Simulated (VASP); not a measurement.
Consider the following.

```
CSi
1.0
    3.07600     0.00000     0.00000
   -1.53800     2.66389     0.00000
    0.00000     0.00000     5.04800
Si C
2 2
Direct
  0.66667   0.33333   0.00000
  0.33333   0.66667   0.50000
  0.66667   0.33333   0.37500
  0.33333   0.66667   0.87500
```

Calculation: PBE GGA, VASP's PBE PAW potentials (set 64) (plane waves; VASP). Numerical set-up: 400 eV cut-off, 10×10×5 Γ-centred mesh, Gaussian smearing of 0.14 eV, potentials Si C.

Task: Give the energies of bands 3 to 11 at the high-symmetry points, in eV from the valence-band maximum.

Result: 
| band | Γ | M | K | A | L | H |
|---|---|---|---|---|---|---|
| 3 | -8.73 | -7.77 | -6.75 | -4.47 | -8.27 | -7.76 |
| 4 | -1.32 | -6.30 | -6.27 | -4.47 | -8.27 | -7.76 |
| 5 | -1.32 | -5.46 | -6.27 | -0.72 | -2.45 | -5.65 |
| 6 | -0.15 | -3.33 | -4.07 | -0.72 | -2.45 | -5.65 |
| 7 | 0.00 | -3.32 | -4.07 | -0.72 | -2.36 | -1.76 |
| 8 | 0.00 | -1.20 | -3.83 | -0.72 | -2.36 | -1.76 |
| 9 | 4.79 | 2.77 | 2.24 | 5.88 | 3.27 | 5.07 |
| 10 | 6.19 | 4.20 | 8.16 | 5.88 | 3.27 | 5.07 |
| 11 | 6.65 | 6.87 | 8.85 | 7.34 | 5.25 | 6.00 |

The gap is indirect, 2.24 eV, from the valence maximum at Γ to the conduction minimum at K.

The structure comes from a measured SiC entry (P6_3mc) of the Crystallography Open Database, whose conditions weren't checked. The cell was not relaxed at this level.
